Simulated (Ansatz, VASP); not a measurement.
**Cross-check of HfGe between VASP and Ansatz**

Wanted: the spread between two codes on one cell, functional and k mesh. The cell is generated by rule, not measured, and may not be a known phase. The cell is taken from a series of runs on this material, whose earlier steps may have relaxed, scaled, displaced or heated it; both programs get it as it stands.

Method: plane waves, with VASP 6.6.1 beside it; relaxation of cell and atoms at PBEsol, in Ansatz 0.2.0.

The structure was built from a prototype and need not be the compound's stable phase.

### Step 1. Starting point

It takes space group P6_3/mmc (No. 194, hexagonal). Conventional cell: a = 4.582 Å, b = 4.582 Å, c = 5.277 Å, α = 90.00°, β = 90.00°, γ = 120.00°. Nearest to Hf lie 5 Ge at 2.64 to 2.65 Å. Nearest to Ge lie 5 Hf at 2.64 to 2.65 Å. Farther neighbours are not listed.

As a file:

```cif
data_structure
_symmetry_space_group_name_H-M 'P 1'
_symmetry_Int_Tables_number 1
_cell_length_a 4.5817
_cell_length_b 4.5817
_cell_length_c 5.2773
_cell_angle_alpha 90.000
_cell_angle_beta 90.000
_cell_angle_gamma 120.000
_cell_volume 95.94
loop_
_atom_site_label
_atom_site_type_symbol
_atom_site_fract_x
_atom_site_fract_y
_atom_site_fract_z
_atom_site_occupancy
Hf1 Hf 0.33333 0.66667 0.25000 1
Hf2 Hf 0.66667 0.33333 0.75000 1
Ge3 Ge 0.66667 0.33333 0.25000 1
Ge4 Ge 0.33333 0.66667 0.75000 1
```

### Step 2. VASP: relaxation of cell and atoms, PBEsol

The relaxed volume is the usual yardstick between codes: in a stiff, nearly cubic crystal its relative difference is about their pressure difference at one cell divided by the bulk modulus.

Lines of VASP's logs that name or quote its potential files are left out, and so is its time.

INCAR reads:

```
SYSTEM = HfGe
PREC = Accurate
ENCUT = 500
EDIFF = 1E-07
NELM = 120
ISMEAR = 1
SIGMA = 0.15
LREAL = .FALSE.
ALGO = Normal
GGA = PS
NBANDS = 30
LASPH = .TRUE.
LORBIT = 11
LWAVE = .FALSE.
LCHARG = .FALSE.
ISIF = 3
IBRION = 2
NSW = 80
EDIFFG = -0.005
GGA_COMPAT = .FALSE.
NELMIN = 4
KPAR = 2
```

POSCAR reads:

```
HfGe
1.0
    4.5817240000     -0.0000030000      0.0000000000
   -2.2908590000      3.9678910000      0.0000000000
    0.0000000000      0.0000000000      5.2773490000
Hf Ge
2 2
Direct
    0.3333333753      0.6666667507      0.2499999526
    0.6666666247      0.3333332493      0.7500000474
    0.6666666247      0.3333332493      0.2499999526
    0.3333333753      0.6666667507      0.7500000474
```

KPOINTS reads:

```
Automatic mesh
0
Gamma
12 12 6
0 0 0
```

Potentials, in the order of the species: Hf_pv and Ge_d (PBE family, release 64).

Launch:

```bash
mpirun -np 2 vasp_std
```

Numbers of over 12 decimals in the logs are rounded to 6 here.

What it wrote:

```text
[banner, memory and clock lines left out]
running    2 mpi-ranks, on    1 nodes
 distrk:  each k-point on    1 cores,    2 groups
 distr:  one band on    1 cores,    1 groups

 POSCAR found type information on POSCAR HfGe
 POSCAR found :  2 types and       4 ions
|                                                                             |
|               ----> ADVICE to this user running VASP <----                  |
|                                                                             |
|     You enforced a specific xc type in the INCAR file but a different       |
|     [... a line on the potential file left out ...]
|     I HOPE YOU KNOW WHAT YOU ARE DOING!                                     |
|                                                                             |

 LDA part: xc-table for (Slater+PW92), standard interpolation
 POSCAR, INCAR and KPOINTS ok, starting setup
 FFT: planning ... GRIDC
 FFT: planning ... GRID_SOFT
 FFT: planning ... GRID
 WAVECAR not read
 entering main loop
       N       E                     dE             d eps       ncg     rms          rms(c)
DAV:   1     0.416326572165E+03    0.41633E+03   -0.24253E+04  5398   0.326E+03
DAV:   2     0.316983852004E+02   -0.38463E+03   -0.37129E+03  4592   0.756E+02
DAV:   3    -0.307820194549E+02   -0.62480E+02   -0.60572E+02  5412   0.179E+02
DAV:   4    -0.340503462995E+02   -0.32683E+01   -0.32389E+01  5572   0.434E+01
DAV:   5    -0.341522845782E+02   -0.10194E+00   -0.10182E+00  5514   0.819E+00    0.612E+01
DAV:   6    -0.320287982278E+02    0.21235E+01   -0.50782E+00  6334   0.129E+01    0.368E+01
DAV:   7    -0.318561429289E+02    0.17266E+00   -0.25964E+00  5132   0.923E+00    0.609E+00
DAV:   8    -0.317835407989E+02    0.72602E-01   -0.54717E-01  5878   0.416E+00    0.147E+00
DAV:   9    -0.317818492808E+02    0.16915E-02   -0.28364E-02  5830   0.204E+00    0.193E-01
DAV:  10    -0.317818898748E+02   -0.40594E-04   -0.20579E-03  5752   0.459E-01    0.216E-01
DAV:  11    -0.317818513730E+02    0.38502E-04   -0.61309E-04  5992   0.252E-01    0.966E-02
DAV:  12    -0.317818442095E+02    0.71635E-05   -0.48733E-05  6386   0.403E-02    0.478E-03
DAV:  13    -0.317818449424E+02   -0.73290E-06   -0.38960E-06  5568   0.115E-02    0.119E-02
DAV:  14    -0.317818449732E+02   -0.30775E-07   -0.42877E-07  4416   0.398E-03
   1 F= -.31781845E+02 E0= -.31781643E+02  d E =-.317818E+02
[...]
2 F= -.31781790E+02 E0= -.31781574E+02  d E =0.551690E-04
[...]
3 F= -.31782417E+02 E0= -.31782208E+02  d E =-.572078E-03
[...]
4 F= -.31782417E+02 E0= -.31782208E+02  d E =-.571710E-03
[...]
5 F= -.31782425E+02 E0= -.31782219E+02  d E =-.828355E-05
 trial-energy change:   -0.000008  1 .order   -0.000009   -0.000049    0.000032
 step:   0.5421(harm=  0.5421)  dis= 0.00000  next Energy=   -31.782432 (dE=-0.149E-04)
 bond charge predicted
       N       E                     dE             d eps       ncg     rms          rms(c)
DAV:   1    -0.317824824908E+02   -0.57449E-04   -0.10983E-03  4654   0.239E-01    0.586E-02
DAV:   2    -0.317824461984E+02    0.36292E-04   -0.58356E-05  6138   0.837E-02    0.277E-02
DAV:   3    -0.317824312166E+02    0.14982E-04   -0.23690E-05  6342   0.386E-02    0.523E-03
DAV:   4    -0.317824315120E+02   -0.29541E-06   -0.57889E-06  5116   0.156E-02    0.535E-03
DAV:   5    -0.317824314620E+02    0.49935E-07   -0.19922E-07  3842   0.356E-03
   6 F= -.31782431E+02 E0= -.31782224E+02  d E =-.147785E-04
 curvature:  -0.27 expect dE=-0.723E-06 dE for cont linesearch -0.202E-06
 trial: gam= 0.00000 g(F)=  0.114E-39 g(S)=  0.268E-05 ort =-0.639E-05 (trialstep = 0.825E+00)
 search vector abs. value=  0.268E-05
 reached required accuracy - stopping structural energy minimisation
```

From OUTCAR (step 2):

```text
ion  position               nearest neighbor table
   1  0.333  0.667  0.250-   4 2.64   4 2.64   3 2.65   3 2.65   3 2.65   2 3.74   2 3.74   2 3.74
                             2 3.74   2 3.74   2 3.74
   2  0.667  0.333  0.750-   3 2.64   3 2.64   4 2.65   4 2.65   4 2.65   1 3.74   1 3.74   1 3.74
                             1 3.74   1 3.74   1 3.74
   3  0.667  0.333  0.250-   2 2.64   2 2.64   1 2.65   1 2.65   1 2.65
   4  0.333  0.667  0.750-   1 2.64   1 2.64   2 2.65   2 2.65   2 2.65

  LATTYP: Found a hexagonal cell.
 ALAT       =     4.5817240000
 C/A-ratio  =     1.1518260375

 Subroutine GETGRP returns: Found 24 space group operations
 (whereof 12 operations were pure point group operations)

The static configuration has the point symmetry D_3d.
 The point group associated with its full space group is D_6h.

 Found     76 irreducible k-points:

   k-points           NKPTS =     76   k-points in BZ     NKDIM =     76   number of bands    NBANDS=     30

   dimension x,y,z NGX =    36 NGY =   36 NGZ =   40
   dimension x,y,z NGXF=    72 NGYF=   72 NGZF=   80

   ENCUT  =  500.0 eV  36.75 Ry    6.06 a.u.   8.35  8.35  9.62*2*pi/ulx,y,z

   NELECT =      48.0000    total number of electrons

 k-points in reciprocal lattice and weights: Automatic mesh
   0.00000000  0.00000000  0.00000000       0.001
   0.08333333 -0.00000000  0.00000000       0.007
   0.16666667 -0.00000000  0.00000000       0.007
   0.25000000  0.00000000  0.00000000       0.007
   0.33333333 -0.00000000  0.00000000       0.007
   0.41666667 -0.00000000  0.00000000       0.007
   0.50000000  0.00000000  0.00000000       0.003
   0.08333333  0.08333333  0.00000000       0.007
   0.16666667  0.08333333  0.00000000       0.014
[...]
0.33333333  0.25000000  0.50000000       0.014
   0.33333333  0.33333333  0.50000000       0.002

 average (electrostatic) potential at core
       1 -38.4768       2 -38.4768       3 -73.9233       4 -73.9233

 E-fermi :   3.7187

 k-point     1 :       0.0000    0.0000    0.0000
  band No.  band energies     occupation
    ...
     19       1.6930      2.00000
     20       1.8450      2.00000
     21       1.8450      2.00000
     22       2.1443      2.00000
     23       2.1443      2.00000
     24       4.1799     -0.00012
     25       4.1799     -0.00012
     26       5.1945     -0.00000
     27       6.6059     -0.00000
     28       6.6059     -0.00000
    ...

 k-point     2 :       0.0833   -0.0000    0.0000
  band No.  band energies     occupation
    ...
     19       1.7027      2.00000
     20       1.7399      2.00000
     21       1.8542      2.00000
     22       2.0600      2.00000
     23       2.2470      2.00000
     24       4.0391     -0.01007
     25       4.1267     -0.00082
     26       5.3370     -0.00000
     27       6.6463     -0.00000
     28       6.6791     -0.00000
    ...

 k-point     3 :       0.1667   -0.0000    0.0000
  band No.  band energies     occupation
    ...
     20       1.7353      2.00000
     21       1.9113      2.00000
     22       1.9257      2.00000
     23       2.5170      2.00000
     24       3.7065      1.13693
     25       3.9949     -0.02579
     26       5.6284     -0.00000
     27       6.7493      0.00000
     28       6.8650      0.00000
     29       6.9352      0.00000
    ...

  Total       -0.0025930     -0.0025930     -0.0144460     -0.0000000     -0.0000000      0.0000000
  in kB       -0.0434977     -0.0434977     -0.2423309     -0.0000000     -0.0000000      0.0000000
  external PRESSURE =      -0.1097754 kB  Pullay stress =       0.0000000 kB

  energy-cutoff  :      500.00
  volume of cell :       95.51
      direct lattice vectors                 reciprocal lattice vectors
     4.574021272 -0.000002996 -0.000000000     0.218626088  0.126223614 -0.000000000
    -2.287007641  3.961220239 -0.000000000     0.000000165  0.252447559 -0.000000000
     0.000000000  0.000000000  5.271369547     0.000000000  0.000000000  0.189704021

 POSITION                                       TOTAL-FORCE (eV/Angst)
 -----------------------------------------------------------------------------------
      0.00000      2.64081      1.31784        -0.000000      0.000000      0.000000
      2.28701      1.32040      3.95353         0.000000     -0.000000      0.000000
      2.28701      1.32040      1.31784         0.000000     -0.000000     -0.000000
      0.00000      2.64081      3.95353        -0.000000      0.000000     -0.000000
 -----------------------------------------------------------------------------------
    total drift:                               -0.000000      0.000139     -0.000312

  FREE ENERGIE OF THE ION-ELECTRON SYSTEM (eV)
  ---------------------------------------------------
  free  energy   TOTEN  =       -31.7824314620 eV

  energy  without entropy=      -31.7818091018  energy(sigma->0) =      -31.78222401

 reached required accuracy - stopping structural energy minimisation

 total charge
# of ion       s       p       d       tot
------------------------------------------
    1        0.314   6.386   1.587   8.288
    2        0.314   6.386   1.587   8.288
    3        1.151   1.462   9.997  12.610
    4        1.151   1.462   9.997  12.610
--------------------------------------------------
tot          2.931  15.697  23.168  41.795

[... 3 further parts left out ...]
```

### Step 3. Ansatz: relaxation of cell and atoms, PBEsol

Ansatz runs on norm-conserving files, of PseudoDojo where its log says so.

The same cell, functional, mesh and smearing now go to Ansatz, which takes its cutoff from its data sets.

input.yaml reads:

```yaml
crystal:
  lattice:
    - [4.581724165, -3.0628e-06, 0.0]
    - [-2.29085943, 3.9678910514, 0.0]
    - [0.0, 0.0, 5.277349403]
  atoms:
    - { symbol: Hf, position: [0.3333333333, 0.6666666667, 0.25] }
    - { symbol: Hf, position: [0.6666666667, 0.3333333333, 0.75] }
    - { symbol: Ge, position: [0.6666666667, 0.3333333333, 0.25] }
    - { symbol: Ge, position: [0.3333333333, 0.6666666667, 0.75] }
kpoints:
  mp_grid: { grid: [12, 12, 6] }
hamiltonian:
  xc: pbesol
  pseudopotentials: { kind: nc }
scf:
  occupations: { method: methfessel_paxton, width: 0.15 }
output:
  forces: true
  stress: true
  eigenvalues: true
relax:
  adjacent_minimum: "off"
  f_tol: 0.001
  max_steps: 60
  cell: { stress_tol: 0.01 }
```

Launch:

```bash
ansatz run input.yaml --threads 4 --pin off --max-ram 7168MiB --backend cpu --events-out ev --progress --plain --runs-dir out
```

What it wrote:

```text
Engine: ansatz 0.2.0, aarch64-unknown-linux-gnu
Pseudopotentials: kind: nc
Pseudopotential: Hf, nc, valence charge 12, recommended cutoff 789.130201 eV (normal), Hf.nc.azcp (PseudoDojo's, or run here from an input of PseudoDojo's: the run reads no file of this project's for it)
Pseudopotential: Ge, nc, valence charge 14, recommended cutoff 1061.244064 eV (normal), Ge.nc.azcp (PseudoDojo's, or run here from an input of PseudoDojo's: the run reads no file of this project's for it)
Functional definition: PBEsol
  exchange = pbesol_x
  correlation = pbesol_c
Crystal: 4 atoms, lattice volume = 95.941 Å³
Basis set: ecut = 1061.244064 eV, 7433 PW (Γ), exchange–correlation on 100×100×120 points (8 copies of the dense FFT grid, shifted against one another)
Bands: 32, of which v1, the nominal top of the filled ones, is band 26 counted from 1 (25 counted from 0)
Symmetry: 24 space group operations
Space group: P63/mmc (ITA 194), of the structure as read, at distance tolerance 4.6e-5 Å
k-points: 76 of 864
Non-local potential: Hf, projectors of the file, l = 0: 2, l = 1: 2, l = 2: 2, l = 3: 2
Non-local potential: Ge, projectors of the file, l = 0: 2, l = 1: 2, l = 2: 2
Initial density: superposition of atomic densities (chi_scale 0.1, normalization cell, long waves kept (reshape's long-wave potential 0.00 eV rms))
Initial wavefunctions: pseudopotential atomic-orbital guess
Functional: x = pbesol(κ = 0.804, μ = 0.123457), c = pbesol(β = 0.046)
SCF iter   1: F=—  HF=-7924.597318 eV  |F-HF|=—  |Δ(HF+E_count)|=         —  Δρ=4.79e-2  dr2=1.77e0  ethr=3.10e-3  ⟨swp⟩=6.5  Hψ=10988  notcnv=0
preconditioner: auto → Kerker (q_TF=auto, 2.464 Å⁻¹)  [metal: Δε(μ)=0.094 eV  Ē_g=16.130 eV  σ=0.150 eV  W_gap=0.47  n_scr=22 (ndim 8)  ℏωp=22.7 eV  f_vac=0.001  D(μ)=0.55/eV (n_scr^D=0)]
SCF iter   2: F=—  HF=-7924.129009 eV  |F-HF|=—  |Δ(HF+E_count)|=   4.68e-1  S|Δr|=    0.00e0  Δρ=2.70e-2  dr2=7.06e-1  ethr=3.10e-3  ⟨swp⟩=1.6  Hψ=3395  notcnv=0  defer=16
SCF iter   3: F=—  HF=-7923.952280 eV  |F-HF|=—  |Δ(HF+E_count)|=   1.77e-1  S|Δr|=    0.00e0  Δρ=9.11e-3  dr2=8.21e-2  ethr=1.36e-3  ⟨swp⟩=2.0  Hψ=4046  notcnv=0  defer=39
SCF iter   4: F=—  HF=-7923.941737 eV  |F-HF|=—  |Δ(HF+E_count)|=   1.05e-2  S|Δr|=    0.00e0  Δρ=8.73e-3  dr2=3.34e-2  ethr=1.58e-4  ⟨swp⟩=3.0  Hψ=4255  notcnv=0  defer=39
SCF iter   5: F=—  HF=-7923.927706 eV  |F-HF|=—  |Δ(HF+E_count)|=   1.40e-2  S|Δr|=    0.00e0  Δρ=1.02e-3  dr2=1.76e-3  ethr=6.43e-5  ⟨swp⟩=2.3  Hψ=4072  notcnv=0  defer=51
SCF iter   6: F=—  HF=-7923.927668 eV  |F-HF|=—  |Δ(HF+E_count)|=   3.80e-5  S|Δr|=    0.00e0  Δρ=3.52e-4  dr2=1.66e-4  ethr=3.38e-6  ⟨swp⟩=2.1  Hψ=3927  notcnv=0  defer=61
SCF iter   7: F=—  HF=-7923.927712 eV  |F-HF|=—  |Δ(HF+E_count)|=   4.49e-5  S|Δr|=    0.00e0  Δρ=6.25e-5  dr2=4.55e-6  ethr=3.19e-7  ⟨swp⟩=2.2  Hψ=3953  notcnv=0  defer=61
SCF iter   8: F=—  HF=-7923.927613 eV  |F-HF|=—  |Δ(HF+E_count)|=   9.94e-5  S|Δr|=    0.00e0  Δρ=1.77e-5  dr2=3.71e-7  ethr=8.74e-9  ⟨swp⟩=3.0  Hψ=4687  notcnv=0  defer=103
SCF iter   9: F=-7923.927613 eV  HF=-7923.927613 eV  |F-HF|=2.11e-9  |Δ(HF+E_count)|=   1.18e-8  S|Δr|=    0.00e0  Δρ=3.90e-6  dr2=1.02e-8  ethr=1.92e-10  ⟨swp⟩=13.4  Hψ=13967  notcnv=0
SCF 1 converged in 9 iterations: F = -7923.927613 eV  dr2 = 1.02e-8
relax step   1: F+E_penalty+E_count = -7923.92761308 eV  Δ(F+E_penalty+E_count) = +0.000e0 eV  max|allowed force component| = 2.868e-16 eV/Å  Δτ_max = 0.0000 Å  P = +0.011 GPa  Ω = 95.941 Å³  (9 SCF iters, dr2 threshold 1.00e-7 eV, accepted)
[...]
relax step   2: F+E_penalty+E_count = -7923.92761120 eV  Δ(F+E_penalty+E_count) = +1.886e-6 eV  max|allowed force component| = 3.932e-16 eV/Å  Δτ_max = 0.0000 Å  P = -0.009 GPa  Ω = 95.963 Å³  energy of the carried Pulay correction = -2.089e-6 eV  (4 SCF iters, dr2 threshold 4.76e-10 eV, accepted)
[...]
relax step   3: F+E_penalty+E_count = -7923.92761244 eV  Δ(F+E_penalty+E_count) = -1.239e-6 eV  max|allowed force component| = 5.921e-16 eV/Å  Δτ_max = 0.0000 Å  P = +0.000 GPa  Ω = 95.953 Å³  energy of the carried Pulay correction = -1.153e-6 eV  (3 SCF iters, dr2 threshold 2.64e-10 eV, accepted)
[...]
relax step   4: F+E_penalty+E_count = -7923.92761364 eV  Δ(F+E_penalty+E_count) = -1.205e-6 eV  max|allowed force component| = 4.857e-16 eV/Å  Δτ_max = 0.0000 Å  P = +0.000 GPa  Ω = 95.953 Å³  stress off target by 1.23e-4 GPa  SCF on the basis re-selected at this cell (its energy is not comparable with the rows above)  (6 SCF iters)
basis re-selected at this cell: Δ(F+E_penalty+E_count) = -1.205e-6 eV, ΔP = +0.000 GPa vs the last step (what re-selecting the basis moved, of the pressure what is left beyond the Pulay correction that the steps carried, after the strain that the cell walked since its last selection, with what the two solves' SCF thresholds leave and, on support functions, any second-order correction that the steps lacked; it is no m [...]
SCF converged after 6 iterations
Stability not checked: this state was not tested for a lower state beside it, because cold or Methfessel-Paxton smearing, or corrected tetrahedra, fill the levels in a way that the test cannot read (fill_not_monotonic; see scf.lower_state_search)
Free energy (F): -7923.927614 eV
Harris-Foulkes:  -7923.927614 eV  (|F-HF|=3.64e-12)
Internal energy: -7923.927035 eV  (E = F + TS)
E sigma→0 (E₀):  -7923.927469 eV
Entropy (-TS):   -0.000578 eV (-0.145 meV/atom)
Fermi energy:    10.373869 eV
--- Per-component energies (eV) ---
  E_band       = -601.716656
  E_kinetic    = 4424.685879
  E_local      = -5564.842422  (includes V_loc(G=0)·N_el)
  E_nonlocal   = -2415.425550
  E_hartree    = 2119.463668
  E_xc         = -1945.580064
  E_vxc        = -1285.061895  (∫ρ·V_xc dr)
  E_ewald      = -4542.228547
  E_smearing   = -0.000578  (= −TS)
  E_closure    = -0.000000  (closes the sum)
  Σ components = -7923.927614   (vs F -7923.927614, Δ=0.00e0)
--- Forces (eV/Å), atoms counted from 1 ---
  atom   1  Hf     0.00000000     0.00000000     0.00000000
  atom   2  Hf    -0.00000000    -0.00000000    -0.00000000
  atom   3  Ge     0.00000000    -0.00000000    -0.00000000
  atom   4  Ge     0.00000000     0.00000000     0.00000000
  max |Σ_I F_I| component: 2.04e-16 eV/Å
--- Stress (GPa, compression-positive) ---
        0.000123       0.000000      -0.000000
        0.000000       0.000123      -0.000000
       -0.000000      -0.000000       0.000015
  P = ⅓ Tr σ = 0.0001 GPa (0.001 kbar)
--- Band table (eV; the first three rows and the last of 76) ---
  k-point 0: bands = [... 22 lower, 8.4991, 8.8073, 8.8073, 10.8353, 10.8353, 11.8321, 13.2464, 13.2549, ... 2 higher]
  k-point 1: bands = [... 22 lower, 8.4239, 8.6303, 8.6303, 10.8722, 11.2193, 11.2193, 12.9108, 13.4272, ... 2 higher]
  k-point 2: bands = [... 22 lower, 8.2877, 8.3644, 8.3644, 9.1948, 12.0653, 12.0653, 13.2066, 13.5539, ... 2 higher]
  k-point 75: bands = [... 22 lower, 8.3006, 8.3006, 9.3532, 9.3532, 11.2679, 11.2679, 13.3049, 13.3049, ... 2 higher]
--- Relaxed structure (3 steps of the walk, 3 accepted, 1 SCFs on fresh bases) ---
  F+E_penalty+E_count = -7923.92761364 eV   max|allowed force component| = 4.857e-16 eV/Å   (the final SCF, on the basis selected at the relaxed cell)
  cell:  # Å, volume = 95.9534 Å³
    - [4.581990, -3.0629991176770824e-6, 0]
    - [-2.290992, 3.968121, 0]
    - [0, 0, 5.277418]
  atoms:
    - { symbol: Hf, position: [0.333333, 0.666667, 0.25] }
    - { symbol: Hf, position: [0.666667, 0.333333, 0.750000] }
    - { symbol: Ge, position: [0.666667, 0.333333, 0.25] }
    - { symbol: Ge, position: [0.333333, 0.666667, 0.750000] }
```

### Step 4. Side by side

Known differences besides the potentials themselves: the data sets hold 52 valence electrons in Ansatz (on norm-conserving files, of PseudoDojo where its log says so) and 48 in VASP; the cutoff is 1061.24 eV in Ansatz and 500 eV in VASP; Ansatz adds a Pulay correction to the stress that steers its cell, VASP none. Total energies have different zeros and are not compared.

Compared:

```
                                         quantity  Ansatz   VASP  difference
                                      volume (Å³)   95.95  95.51     +0.46 %
edge a after relaxation, in the typed setting (Å)   4.582  4.574     +0.17 %
edge c after relaxation, in the typed setting (Å)   5.277  5.271     +0.11 %
```

### Step 5. Outcome

```
difference in volume (relaxation of cell and atoms, PBEsol) : 0.46 %
```

What this shows: The difference in volume is 0.46 % (relaxation of cell and atoms, PBEsol), within the 1.2 % picked in this series as the mark of a large difference, as far as the stopping tolerances let one tell. The data sets hold unlike numbers of valence electrons (52 in Ansatz and 48 in VASP), so part of the differences comes from the potentials. 1 further run of this series is not shown here. Such differences can come from data sets, numerical settings and the points named under the comparisons, not from the functional's error against experiment.

[Lines on the potential files, build, host, timing and source positions are cut from VASP's logs without a mark.]

[Logs are printed without paths, hosts, clocks, repeated set-up lines and the standing remarks that a program may print on its own settings, such as how far it seeks lower states.]

[Hosts, paths, dates, database ids (printed as entryN), source tags and the programs' standing remarks are cut or masked in the printed files.]
